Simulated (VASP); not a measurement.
Computed with rev-vdW-DF2, VASP's PBE PAW potentials (set 64) (plane waves; VASP).

A VASP calculation is set up with these files.

File KPOINTS:
```
kpoints
0
gamma
  9 9 8
```

POSCAR:
```
Ga
1
    2.2419916855    -3.8476830660     0.0000000000
    2.2419916855     3.8476830660     0.0000000000
    0.0000000000     0.0000000000     4.5963972904
Ga
4
Direct
  0.1557183387   0.8442816613   0.9173109220
  0.3442816613   0.6557183387   0.4173109220
  0.6557183387   0.3442816613   0.5826890780
  0.8442816613   0.1557183387   0.0826890780
```

### INCAR
```
AGGAC=0.0
ALGO=Normal
EDIFF=1E-7
ENCUT=520
GGA=MK
ISIF=2
ISMEAR=-5
LASPH=.TRUE.
LCHARG=.TRUE.
LEFG=.TRUE.
LMAXMIX=4
LORBIT=11
LREAL=.FALSE.
LUSE_VDW=.TRUE.
LWAVE=.FALSE.
NEDOS=601
NELM=100
PARAM1=0.1234568
PARAM2=0.7114
PREC=Accurate
SYSTEM=Ga
ZAB_VDW=-1.8867
```

POTCAR, in this order: Ga_d (PBE.64 set). Program: vasp_std.

Q: What will the output report for the number of irreducible k-points (NKPTS), largest plane-wave count, number of space-group operations, FFT grid (NGX, NGY, NGZ)?

A: 
The number of irreducible k-points (NKPTS) is 125. The largest plane-wave count is 2154, the number of space-group operations comes out as 8 and the FFT grid (NGX, NGY, NGZ) comes out as 36 × 36 × 36.

The compound is Ga in the alpha structure. It was relaxed first.
